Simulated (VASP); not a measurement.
OSZICAR of a VASP run on PbF2 (space group Fm-3m):

OSZICAR:
```
       N       E                     dE             d eps       ncg     rms          rms(c)
DAV:   1     0.275864180518E+03    0.27586E+03   -0.13402E+04  1720   0.153E+03
DAV:   2     0.767884091473E+01   -0.26819E+03   -0.25884E+03  1876   0.423E+02
DAV:   3    -0.151270934695E+02   -0.22806E+02   -0.22589E+02  1974   0.141E+02
DAV:   4    -0.157714245140E+02   -0.64433E+00   -0.64362E+00  1844   0.249E+01
DAV:   5    -0.157923485350E+02   -0.20924E-01   -0.20923E-01  1984   0.448E+00    0.747E+00
DAV:   6    -0.141222046923E+02    0.16701E+01   -0.82271E+00  2248   0.259E+01    0.243E+00
DAV:   7    -0.141232307958E+02   -0.10261E-02   -0.31838E-01  1710   0.402E+00    0.150E+00
DAV:   8    -0.141219042771E+02    0.13265E-02   -0.73833E-02  1698   0.368E+00    0.434E-01
DAV:   9    -0.141197963908E+02    0.21079E-02   -0.11874E-02  2178   0.104E+00    0.981E-02
DAV:  10    -0.141208010809E+02   -0.10047E-02   -0.12048E-03  1692   0.260E-01    0.307E-02
DAV:  11    -0.141208198137E+02   -0.18733E-04   -0.46654E-05  1790   0.881E-02    0.820E-03
DAV:  12    -0.141208248510E+02   -0.50373E-05   -0.17822E-05  1728   0.537E-02    0.427E-03
DAV:  13    -0.141208243781E+02    0.47286E-06   -0.15481E-06  1410   0.210E-02
   1 F= -.14120824E+02 E0= -.14120824E+02  d E =-.211811E-33
```

Q: Which electronic solver shows in the log?

A: It is blocked Davidson (ALGO = Normal, or the opening steps of other solvers). The INCAR had ALGO = Normal.

Q: Can the final energy be trusted as converged?

A: The calculation finished and met its thresholds. It stopped with EDIFF = 1E-6, NELM = 100 (PBE GGA, plane waves, VASP's PBE PAW potentials (set 64)).

The structure comes from a computed database's PbF2 entry; how it stands against other phases isn't given here. The cell was not relaxed at this level, and its volume differs by -5.9 % from the start's.
